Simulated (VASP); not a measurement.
Computed with TPSS meta-GGA, VASP's PBE PAW potentials (set 64) (plane waves; VASP).

VASP ran on this input.

INCAR:
```
# general
SYSTEM  = ZnS
PREC    = Accurate
ENCUT   = 520
LREAL   = F
LASPH   = T

# electronic loop
EDIFF   = 1E-6
NELM    = 100
ALGO    = Normal
LMAXMIX = 4
LMIXTAU = T

# smearing
ISMEAR  = 0
SIGMA   = 0.05

# functional
METAGGA = TPSS

# ions
IBRION  = 2
NSW     = 60
ISIF    = 3
EDIFFG  = -0.02

# output
LWAVE   = F
LCHARG  = F
```

File KPOINTS:
```
Automatic mesh
0
G
 6 6 3
```

**POSCAR**
```
ZnS
1.0
  1.9170878310  -3.3204934831   0.0000000000
  1.9170878310   3.3204934831   0.0000000000
  0.0000000000   0.0000000000   6.2784457529
Zn S
2 2
Direct
  0.6666670000   0.3333330000   0.5001650564
  0.3333330000   0.6666670000   0.0001650564
  0.6666670000   0.3333330000   0.8748349436
  0.3333330000   0.6666670000   0.3748349436
```

POTCAR, in this order: Zn S (PBE.64 set). Program: vasp_std.

The run wrote:

OSZICAR:
```
       N       E                     dE             d eps       ncg     rms          rms(c)
DAV:   1     0.205005703791E+03    0.20501E+03   -0.17691E+04   616   0.196E+03
DAV:   2    -0.215883697362E+02   -0.22659E+03   -0.22054E+03   652   0.382E+02
DAV:   3    -0.421019615384E+02   -0.20514E+02   -0.20442E+02   748   0.117E+02
DAV:   4    -0.426028474403E+02   -0.50089E+00   -0.50025E+00   736   0.189E+01
DAV:   5    -0.426118005591E+02   -0.89531E-02   -0.89524E-02   748   0.256E+00    0.113E+01
DAV:   6    -0.404362632162E+02    0.21755E+01   -0.89764E+00   806   0.591E+01    0.591E+00
DAV:   7    -0.396296134138E+02    0.80665E+00   -0.13682E+00   788   0.149E+01    0.334E+00
DAV:   8    -0.391728781902E+02    0.45674E+00   -0.16932E+00   818   0.182E+01    0.217E+00
DAV:   9    -0.396442550702E+02   -0.47138E+00   -0.53587E-01   740   0.158E+01    0.680E-01
DAV:  10    -0.398399739187E+02   -0.19572E+00   -0.15003E-01   652   0.368E+00    0.611E-01
DAV:  11    -0.398743002806E+02   -0.34326E-01   -0.19417E-02   690   0.165E+00    0.506E-01
DAV:  12    -0.398531722988E+02    0.21128E-01   -0.11364E-02   672   0.136E+00    0.309E-01
DAV:  13    -0.398721819006E+02   -0.19010E-01   -0.69758E-03   664   0.821E-01    0.216E-01
DAV:  14    -0.398550558361E+02    0.17126E-01   -0.19716E-02   628   0.127E+00    0.189E-01
DAV:  15    -0.398700249919E+02   -0.14969E-01   -0.41503E-03   640   0.598E-01    0.163E-01
DAV:  16    -0.398700658547E+02   -0.40863E-04   -0.24469E-04   778   0.111E-01    0.947E-02
DAV:  17    -0.398724278475E+02   -0.23620E-02   -0.61749E-04   780   0.301E-01    0.279E-02
DAV:  18    -0.398724995462E+02   -0.71699E-04   -0.23614E-04   658   0.132E-01    0.400E-02
DAV:  19    -0.398725038253E+02   -0.42791E-05   -0.10061E-05   748   0.382E-02    0.325E-02
DAV:  20    -0.398724962647E+02    0.75606E-05   -0.44438E-06   578   0.177E-02    0.149E-02
DAV:  21    -0.398725142188E+02   -0.17954E-04   -0.88471E-06   694   0.280E-02    0.421E-03
DAV:  22    -0.398725142485E+02   -0.29640E-07   -0.57644E-07   476   0.115E-02
   1 F= -.39872514E+02 E0= -.39872514E+02  d E =-.398725E+02
```

### OUTCAR
```
------------------------ aborting loop because EDIFF is reached ----------------------------------------
  FORCE on cell =-STRESS in cart. coord.  units (eV):
  Direction    XX          YY          ZZ          XY          YZ          ZX
  --------------------------------------------------------------------------------------
  Total        0.0748703      0.0748703      0.0602403      0.0000000      0.0000000     -0.0000000
  in kB        1.5006976      1.5006976      1.2074555      0.0000000      0.0000000     -0.0000000
  external PRESSURE =       1.4029503 kB  Pullay stress =       0.0000000 kB
  volume of cell :       79.93
      direct lattice vectors                 reciprocal lattice vectors
     1.917087831 -3.320493483  0.000000000     0.260812255 -0.150580028  0.000000000
     1.917087831  3.320493483  0.000000000     0.260812255  0.150580028  0.000000000
     0.000000000  0.000000000  6.278445753     0.000000000  0.000000000  0.159275088
  FREE ENERGIE OF THE ION-ELECTRON SYSTEM (eV)
  ---------------------------------------------------
  free  energy   TOTEN  =       -39.8725142485 eV

  energy  without entropy=      -39.8725142485  energy(sigma->0) =      -39.87251425

 reached required accuracy - stopping structural energy minimisation
```
(Selected blocks of OUTCAR.)

The compound is ZnS in the wurtzite structure, the high-temperature form. It was relaxed first. The start is the result of an earlier pass.
